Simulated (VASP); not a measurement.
A convergence study with VASP on NbN (rock salt): a few settings are varied, all else stays as given below, so the limit is that of these other settings.

```
CELL_PARAMETERS angstrom
      0.00000     2.19500     2.19500
      2.19500     0.00000     2.19500
      2.19500     2.19500     0.00000
ATOMIC_POSITIONS crystal
  Nb 0.00000 0.00000 0.00000
  N  0.50000 0.50000 0.50000
```

Method: PBE GGA, VASP's PBE PAW potentials (set 64) (plane waves; VASP). The last row used: 700 eV cut-off, 22×22×22 Γ-centred mesh, second-order Methfessel-Paxton smearing of 0.40 eV, potentials Nb_sv N.

```
setting                                   E (eV/atom)  pressure (GPa)  irreducible k-points
----------------------------------------  -----------  --------------  --------------------
ISMEAR = -1, SIGMA = 0.01, 8×8×8 mesh        -10.2562            6.32                    29
ISMEAR = -1, SIGMA = 0.2, 8×8×8 mesh         -10.2608            7.04                    29
ISMEAR = 0, SIGMA = 0.01, 8×8×8 mesh         -10.2561            6.32                    29
ISMEAR = 0, SIGMA = 0.2, 8×8×8 mesh          -10.2563            6.52                    29
ISMEAR = 1, SIGMA = 0.01, 8×8×8 mesh         -10.2561            6.32                    29
ISMEAR = 1, SIGMA = 0.2, 8×8×8 mesh          -10.2558            6.37                    29
ISMEAR = 2, SIGMA = 0.01, 8×8×8 mesh         -10.2561            6.31                    29
ISMEAR = 2, SIGMA = 0.2, 8×8×8 mesh          -10.2560            6.34                    29
ISMEAR = -1, SIGMA = 0.05, 16×16×16 mesh     -10.2652            6.21                   145
ISMEAR = -1, SIGMA = 0.2, 16×16×16 mesh      -10.2664            6.84                   145
ISMEAR = 0, SIGMA = 0.05, 16×16×16 mesh      -10.2649            6.19                   145
ISMEAR = 0, SIGMA = 0.2, 16×16×16 mesh       -10.2656            6.27                   145
ISMEAR = 1, SIGMA = 0.05, 16×16×16 mesh      -10.2648            6.18                   145
ISMEAR = 1, SIGMA = 0.2, 16×16×16 mesh       -10.2652            6.18                   145
ISMEAR = 2, SIGMA = 0.05, 16×16×16 mesh      -10.2648            6.18                   145
ISMEAR = 2, SIGMA = 0.2, 16×16×16 mesh       -10.2651            6.17                   145
ISMEAR = -1, SIGMA = 0.05, 22×22×22 mesh     -10.2662            6.18                   328
ISMEAR = -1, SIGMA = 0.4, 22×22×22 mesh      -10.2645            9.08                   328
ISMEAR = 0, SIGMA = 0.05, 22×22×22 mesh      -10.2661            6.15                   328
ISMEAR = 0, SIGMA = 0.4, 22×22×22 mesh       -10.2667            6.55                   328
ISMEAR = 1, SIGMA = 0.05, 22×22×22 mesh      -10.2661            6.14                   328
ISMEAR = 1, SIGMA = 0.4, 22×22×22 mesh       -10.2666            6.13                   328
ISMEAR = 2, SIGMA = 0.05, 22×22×22 mesh      -10.2661            6.14                   328
ISMEAR = 2, SIGMA = 0.4, 22×22×22 mesh       -10.2665            6.14                   328
```

VASP warned of too few bands at ISMEAR = -1, SIGMA = 0.01, 8×8×8 mesh; ISMEAR = -1, SIGMA = 0.2, 8×8×8 mesh; ISMEAR = 0, SIGMA = 0.01, 8×8×8 mesh; ISMEAR = 0, SIGMA = 0.2, 8×8×8 mesh; ISMEAR = 1, SIGMA = 0.01, 8×8×8 mesh; ISMEAR = 1, SIGMA = 0.2, 8×8×8 mesh; ISMEAR = 2, SIGMA = 0.01, 8×8×8 mesh; ISMEAR = 2, SIGMA = 0.2, 8×8×8 mesh; ISMEAR = -1, SIGMA = 0.05, 16×16×16 mesh; ISMEAR = -1, SIGMA = 0.2, 16×16×16 mesh; ISMEAR = 0, SIGMA = 0.05, 16×16×16 mesh; ISMEAR = 0, SIGMA = 0.2, 16×16×16 mesh; ISMEAR = 1, SIGMA = 0.05, 16×16×16 mesh; ISMEAR = 1, SIGMA = 0.2, 16×16×16 mesh; ISMEAR = 2, SIGMA = 0.05, 16×16×16 mesh; ISMEAR = 2, SIGMA = 0.2, 16×16×16 mesh; ISMEAR = -1, SIGMA = 0.05, 22×22×22 mesh; ISMEAR = -1, SIGMA = 0.4, 22×22×22 mesh; ISMEAR = 0, SIGMA = 0.05, 22×22×22 mesh; ISMEAR = 0, SIGMA = 0.4, 22×22×22 mesh; ISMEAR = 1, SIGMA = 0.05, 22×22×22 mesh; ISMEAR = 1, SIGMA = 0.4, 22×22×22 mesh; ISMEAR = 2, SIGMA = 0.05, 22×22×22 mesh; ISMEAR = 2, SIGMA = 0.4, 22×22×22 mesh.

Left out are rungs that failed or repeat a setting and relaxations that didn't move; long series are thinned to 24 rows.

The compound is NbN in the rock salt structure, the cubic δ form, which competes with hexagonal ones. The cell was not relaxed at this level. VASP warned that the highest band is occupied, so more bands are needed.
